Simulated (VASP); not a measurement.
OSZICAR of a VASP run on Pb (fcc):

File OSZICAR:
```
       N       E                     dE             d eps       ncg     rms          rms(c)
DAV:   1     0.106428090199E+03    0.10643E+03   -0.72967E+03  1865   0.144E+03
DAV:   2     0.406030982570E+01   -0.10237E+03   -0.10062E+03  1893   0.326E+02
DAV:   3    -0.624914741303E+00   -0.46852E+01   -0.46598E+01  2213   0.803E+01
DAV:   4    -0.741734980215E+00   -0.11682E+00   -0.11679E+00  2233   0.142E+01
DAV:   5    -0.746460097028E+00   -0.47251E-02   -0.47250E-02  2349   0.244E+00    0.449E-01
DAV:   6    -0.738381684381E+00    0.80784E-02   -0.13439E-02  2283   0.211E+00    0.219E-01
DAV:   7    -0.736461705652E+00    0.19200E-02   -0.54985E-03  2208   0.126E+00    0.749E-02
DAV:   8    -0.736387395266E+00    0.74310E-04   -0.30914E-04  2218   0.354E-01    0.102E-02
DAV:   9    -0.736386056383E+00    0.13389E-05   -0.11406E-05  2275   0.666E-02    0.430E-03
DAV:  10    -0.736386452497E+00   -0.39611E-06   -0.16560E-06  2118   0.167E-02    0.286E-04
DAV:  11    -0.736386451524E+00    0.97270E-09   -0.38422E-08  1146   0.256E-03
   1 F= -.73638645E+00 E0= -.73593260E+00  d E =-.136154E-02
```

### Question
Which electronic solver shows in the log?

### Answer
It is blocked Davidson (ALGO = Normal, or the opening steps of other solvers). The INCAR had ALGO = Normal.

### Question
Can the final energy be trusted as converged?

### Answer
The calculation finished and met its thresholds. It stopped with EDIFF = 1E-7, NELM = 100 (rev-vdW-DF2, plane waves, VASP's PBE PAW potentials (set 64)).

The compound is Pb in the fcc structure. This cell is one point of a volume scan, at 1.06 of the reference volume.
